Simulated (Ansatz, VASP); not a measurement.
# Cross-check of Si2As4W (WSi2As4 bilayer, AB) between VASP and Ansatz

Aim: how closely do two programs agree when they are given the same cell, functional and k mesh? The structure shown is the start of the Ansatz relaxation below; VASP solves that cell, so the two are compared at the walk's first step.

Program: Ansatz 0.2.0. Level of theory: plane waves, with VASP 6.6.1 beside it; single point at PBE with D3(BJ). Results are calculated unless marked as measured.

### Step 1. The structure

The cell holds 14 atoms: 8 As, 4 Si and 2 W. Its edges and angles: a = 3.630 Å, b = 3.630 Å, c = 73.610 Å, α = 90.0°, β = 90.0°, γ = 120.0°. Vacuum lies along c.

Coordinates:

```cif
data_structure
_symmetry_space_group_name_H-M 'P 1'
_symmetry_Int_Tables_number 1
_cell_length_a 3.6300
_cell_length_b 3.6300
_cell_length_c 73.6102
_cell_angle_alpha 90.000
_cell_angle_beta 90.000
_cell_angle_gamma 120.000
_cell_volume 840.01
loop_
_atom_site_label
_atom_site_type_symbol
_atom_site_fract_x
_atom_site_fract_y
_atom_site_fract_z
_atom_site_occupancy
As1 As 0.00000 0.00000 0.35525 1
As2 As 0.33333 0.66667 0.39590 1
As3 As 0.33333 0.66667 0.43898 1
As4 As 0.00000 0.00000 0.47962 1
As5 As 0.33333 0.66667 0.52038 1
As6 As 0.66667 0.33333 0.56102 1
As7 As 0.66667 0.33333 0.60410 1
As8 As 0.33333 0.66667 0.64475 1
Si9 Si 0.33333 0.66667 0.36560 1
Si10 Si 0.33333 0.66667 0.46927 1
Si11 Si 0.66667 0.33333 0.53073 1
Si12 Si 0.66667 0.33333 0.63440 1
W13 W 0.00000 0.00000 0.41744 1
W14 W 0.33333 0.66667 0.58256 1
```

### Step 2. Ansatz: relaxation, PBE with D3(BJ)

Ansatz runs on its default PAW (the set named soft_2) files.

The two programs are compared at the cell with which this relaxation starts, whose forces are those of its first step.

Input file input.yaml:

```yaml
crystal:
  lattice:
    - [3.63, 0.0, 0.0]
    - [-1.815, 3.1436722157, 0.0]
    - [0.0, 0.0, 73.6102298229]
  atoms:
    - { symbol: As, position: [0.0, 0.0, 0.3552495361] }
    - { symbol: Si, position: [0.3333333333, 0.6666666667, 0.365600966] }
    - { symbol: As, position: [0.3333333333, 0.6666666667, 0.3958956683] }
    - { symbol: W, position: [0.0, 0.0, 0.4174359668] }
    - { symbol: As, position: [0.3333333333, 0.6666666667, 0.4389762654] }
    - { symbol: Si, position: [0.3333333333, 0.6666666667, 0.4692709677] }
    - { symbol: As, position: [0.0, 0.0, 0.4796223975] }
    - { symbol: As, position: [0.3333333333, 0.6666666667, 0.5203776025] }
    - { symbol: Si, position: [0.6666666667, 0.3333333333, 0.5307290323] }
    - { symbol: As, position: [0.6666666667, 0.3333333333, 0.5610237346] }
    - { symbol: W, position: [0.3333333333, 0.6666666667, 0.5825640332] }
    - { symbol: As, position: [0.6666666667, 0.3333333333, 0.6041043317] }
    - { symbol: Si, position: [0.6666666667, 0.3333333333, 0.634399034] }
    - { symbol: As, position: [0.3333333333, 0.6666666667, 0.6447504639] }
  periodic: [true, true, false]
kpoints:
  mp_grid: { grid: [12, 12, 1] }
hamiltonian:
  xc: pbe
  dispersion: d3bj
scf:
  occupations: { method: fermi_dirac, width: 0.05 }
  convergence: { dr2_threshold: 1.0e-09 }
relax:
  f_tol: 0.004
  max_steps: 90
  cell: {}
output:
  write_potential: true
  write_density: true
  volumetric_format: npy
```

Launch:

```bash
$ ansatz run input.yaml --threads 4 --pin off --max-ram 12288MiB --backend cpu --events-out ev --progress --plain --runs-dir out
```

Numbers of over 12 decimals in the logs are rounded to 6 here.

The log of the run:

```text
Warning: relax.cell: scf.convergence.dr2_threshold = 1e-9 eV is looser than the 1.42808982428e-10 eV advised for a relaxation that steers and ends on the stress (1e-10 eV for each atom of the cell: 14, times the square of relax.cell.stress_2d_tol = 0.05 N/m over 31.3 Å (the atoms' height at the walk's start and 5 Å past either face), 1.597e-2 GPa, over a crystal's default 0.05). What an SCF threshold leaves in a stress goes as its square root, and in the free energy as the threshold itself, and one threshold admits the most on a small cell: [figures from the program's tests cut] Set scf.convergence.dr2_threshold to 1.42808982428e-10 eV or tighter. [rest of the remark cut]
Engine: ansatz 0.2.0, aarch64-unknown-linux-gnu
Pseudopotentials: kind: paw
Pseudopotential: As, paw, valence charge 15, recommended cutoff 420 eV (normal), As.paw.azcp
Pseudopotential: Si, paw, valence charge 4, recommended cutoff 420 eV (normal), Si.paw.azcp
Pseudopotential: W, paw, valence charge 14, recommended cutoff 420 eV (normal), W.paw.azcp
Functional definition: PBE
  parameter kappa = 0.804
  parameter beta = 0.066725
  exchange = pbe_x(kappa = kappa, mu = beta*pi^2/3)
  correlation = pbe_c(beta = beta)
Crystal: 14 atoms, lattice volume = 840.005 Å³
Basis set: ecut = 420 eV, 16195 PW (Γ), exchange–correlation on 50×50×1000 points (8 copies of the dense FFT grid, shifted against one another)
Bands: 99, of which v1, the nominal top of the filled ones, is band 82 counted from 1 (81 counted from 0)
Symmetry: 6 space group operations
Space group: P3m1 (ITA 156), of the structure as read, at distance tolerance 9.4e-5 Å
k-points: 19 of 144 (time reversal used)
Non-local potential: As, projectors of the file, l = 0: 2, l = 1: 2, l = 2: 3, l = 3: 1
Non-local potential: Si, projectors of the file, l = 0: 2, l = 1: 2, l = 2: 2
Non-local potential: W, projectors of the file, l = 0: 3, l = 1: 2, l = 2: 2, l = 3: 1
PAW form: soft (Blöchl's): semilocal exchange-correlation on the pseudo side does not see the compensation charge
PAW one-centre angular grid: As, 590 points (default); XC on 64 Gauss nodes
PAW one-centre angular grid: Si, 110 points (default); XC on 64 Gauss nodes
PAW one-centre angular grid: W, 590 points (default); XC on 64 Gauss nodes
Initial density: superposition of atomic densities (neutral atoms: chi_scale 0, normalization atom), corrected by the library's trained network
Initial wavefunctions: pseudopotential atomic-orbital guess
Functional: x = pbe(κ = 0.804, μ = 0.219515), c = pbe(β = 0.066725)
SCF iter   1: F=—  HF=-62165.083282 eV  |F-HF|=—  |Δ(HF+E_count)|=         —  Δρ=4.62e-3  dr2=2.44e0  ethr=1.77e-3  ⟨swp⟩=11.7  Hψ=11019  notcnv=0  defer=41
preconditioner: auto → LDOS  [insulator: Δε(μ)=0.256 eV  Ē_g=8.334 eV  σ=0.050 eV  W_gap=0.76  n_scr=126 (ndim 8)  ℏωp=10.6 eV  f_vac=0.661  D(μ)=0.16/eV (n_scr^D=4)  ε∞_Penn≈2.6  β→1.0]
SCF iter   2: F=—  HF=-62168.184540 eV  |F-HF|=—  |Δ(HF+E_count)|=    3.10e0  Δρ=2.49e-2  dr2=8.27e1  ethr=1.49e-3  ⟨swp⟩=5.4  Hψ=3582  notcnv=0  defer=111  recentre
SCF iter   3: F=—  HF=-62164.920441 eV  |F-HF|=—  |Δ(HF+E_count)|=    3.26e0  Δρ=2.29e-3  dr2=7.31e-1  ethr=1.49e-3  ⟨swp⟩=4.3  Hψ=3419  notcnv=0  defer=131
SCF iter   4: F=—  HF=-62164.856025 eV  |F-HF|=—  |Δ(HF+E_count)|=   6.44e-2  Δρ=1.72e-3  dr2=2.34e-1  ethr=4.46e-4  ⟨swp⟩=3.9  Hψ=3126  notcnv=0  defer=125
SCF iter   5: F=—  HF=-62164.841532 eV  |F-HF|=—  |Δ(HF+E_count)|=   1.45e-2  Δρ=6.41e-4  dr2=4.35e-2  ethr=1.42e-4  ⟨swp⟩=3.3  Hψ=2587  notcnv=0  defer=125
SCF iter   6: F=—  HF=-62164.837514 eV  |F-HF|=—  |Δ(HF+E_count)|=   4.02e-3  Δρ=3.51e-4  dr2=1.17e-2  ethr=2.65e-5  ⟨swp⟩=3.1  Hψ=2572  notcnv=0  defer=121
SCF iter   7: F=—  HF=-62164.836761 eV  |F-HF|=—  |Δ(HF+E_count)|=   7.53e-4  Δρ=1.33e-4  dr2=7.39e-4  ethr=7.13e-6  ⟨swp⟩=2.7  Hψ=2297  notcnv=0  defer=121
SCF iter   8: F=—  HF=-62164.836708 eV  |F-HF|=—  |Δ(HF+E_count)|=   5.28e-5  Δρ=4.86e-5  dr2=6.39e-5  ethr=4.50e-7  ⟨swp⟩=3.0  Hψ=2848  notcnv=0  defer=121
SCF iter   9: F=—  HF=-62164.836682 eV  |F-HF|=—  |Δ(HF+E_count)|=   2.54e-5  Δρ=2.67e-5  dr2=5.88e-5  ethr=3.90e-8  ⟨swp⟩=3.0  Hψ=2954  notcnv=0  defer=121
SCF iter  10: F=—  HF=-62164.836678 eV  |F-HF|=—  |Δ(HF+E_count)|=   4.30e-6  Δρ=1.02e-5  dr2=3.48e-6  ethr=3.58e-8  ⟨swp⟩=2.9  Hψ=2511  notcnv=0  defer=121
[...]
SCF converged after 6 iterations
Free energy (F): -62167.863296 eV
Harris-Foulkes:  -62167.863296 eV  (|F-HF|=2.10e-9)
Internal energy: -62167.863240 eV  (E = F + TS)
E sigma→0 (E₀):  -62167.863268 eV
Entropy (-TS):   -0.000055 eV (-0.004 meV/atom)
Fermi energy:    -4.378305 eV
--- Per-component energies (eV) ---
  E_band       = -4720.231445
  E_kinetic    = 1894.798521
  E_local      = -2218743.769241  (includes V_loc(G=0)·N_el)
  E_nonlocal   = -5256.073500
  E_hartree    = 1108547.850323
  E_xc         = -1391.157229
  E_vxc        = -1302.558387  (∫ρ·V_xc dr)
  E_paw        = -33860.490752  (= ΣΔE_a)
  E_vpaw       = 1591.680884  (= ΣTr[D̂ρ^β])
  E_aug_tail   = -0.000046  (compensation charges beyond the density's cutoff)
  E_ewald      = 1086646.414153
  E_disp       = -5.435468  (pairwise vdW)
  E_smearing   = -0.000055  (= −TS)
  E_closure    = -0.000000  (closes the sum)
  Σ components = -62167.863296   (vs F -62167.863296, Δ=0.00e0)
--- Forces (eV/Å), atoms counted from 1 ---
  atom   1  As    -0.00000000    -0.00000000     0.00008586
  atom   2  Si     0.00000000    -0.00000000     0.00050361
  atom   3  As     0.00000000    -0.00000000     0.00083702
  atom   4  W      0.00000000    -0.00000000     0.00037829
  atom   5  As     0.00000000    -0.00000000    -0.00016781
  atom   6  Si     0.00000000     0.00000000     0.00004889
  atom   7  As     0.00000000    -0.00000000     0.00051707
  atom   8  As     0.00000000    -0.00000000    -0.00043931
  atom   9  Si     0.00000000    -0.00000000    -0.00018075
  atom  10  As     0.00000000    -0.00000000     0.00016916
  atom  11  W      0.00000000    -0.00000000    -0.00037810
  atom  12  As     0.00000000    -0.00000000    -0.00079428
  atom  13  Si     0.00000000     0.00000000    -0.00049449
  atom  14  As     0.00000000    -0.00000000    -0.00008691
  max |Σ_I F_I| component: 1.76e-6 eV/Å
--- 2D stress c σ (N/m, compression-positive) ---
       -0.017164      -0.000000      -0.000000
       -0.000000      -0.017164      -0.000000
       -0.000000      -0.000000      -0.000000
  P = ½ c Tr σ = -0.0172 N/m
--- Band table (eV; the first three rows and the last of 19) ---
  k-point 0: bands = [... 78 lower, -5.2676, -5.2676, -5.1599, -4.7116, -2.0595, -2.0236, -2.0236, -2.0236, ... 13 higher]
  k-point 1: bands = [... 78 lower, -5.4972, -5.4536, -5.1173, -4.7910, -2.3520, -2.3144, -2.2775, -2.1269, ... 13 higher]
  k-point 2: bands = [... 78 lower, -5.8637, -5.7200, -5.2433, -5.0888, -2.9384, -2.7959, -2.7607, -2.4679, ... 13 higher]
  k-point 18: bands = [... 78 lower, -5.9558, -5.9185, -4.8097, -4.7606, -4.0117, -3.9773, -3.7033, -3.6142, ... 13 higher]
  the weakly bound empty levels are not read free of the cell's end (no_gap_told)
--- Relaxed structure (8 steps of the walk, 8 accepted, 1 SCFs on fresh bases) ---
  F+E_penalty+E_count = -62167.86329582 eV   max|allowed force component| = 8.371e-4 eV/Å   (the final SCF, on the basis selected at the relaxed cell)
  cell:  # Å, volume = 809.2235 Å³
    - [3.562869, 0, 0]
    - [-1.781434, 3.085535, 0]
    - [0, 0, 73.6102298229]
  atoms:
    - { symbol: As, position: [8.727631337956173e-18, -7.552537548908469e-19, 0.344067] }
    - { symbol: Si, position: [0.333333, 0.666667, 0.359389] }
    - { symbol: As, position: [0.333333, 0.666667, 0.391222] }
    - { symbol: W, position: [2.4883183368552016e-17, -7.552537548908384e-19, 0.411636] }
    - { symbol: As, position: [0.333333, 0.666667, 0.432059] }
    - { symbol: Si, position: [0.333333, 0.666667, 0.463855] }
    - { symbol: As, position: [4.0956424840665295e-17, -7.552537548908473e-19, 0.479177] }
    - { symbol: As, position: [0.333333, 0.666667, 0.520845] }
    - { symbol: Si, position: [0.666667, 0.333333, 0.536140] }
    - { symbol: As, position: [0.666667, 0.333333, 0.567944] }
    - { symbol: W, position: [0.333333, 0.666667, 0.588358] }
    - { symbol: As, position: [0.666667, 0.333333, 0.608773] }
    - { symbol: Si, position: [0.666667, 0.333333, 0.640606] }
    - { symbol: As, position: [0.333333, 0.666667, 0.655928] }
```

(Continued in part 2 of 2.)

[Lines on the potential files, build, host, timing and source positions are cut from VASP's logs without a mark.]

[Logs are printed without paths, hosts, clocks, repeated set-up lines and the standing remarks that a program may print on its own settings, such as how far it seeks lower states.]

[Hosts, paths, dates, database ids (printed as entryN), source tags and the programs' standing remarks are cut or masked in the printed files.]
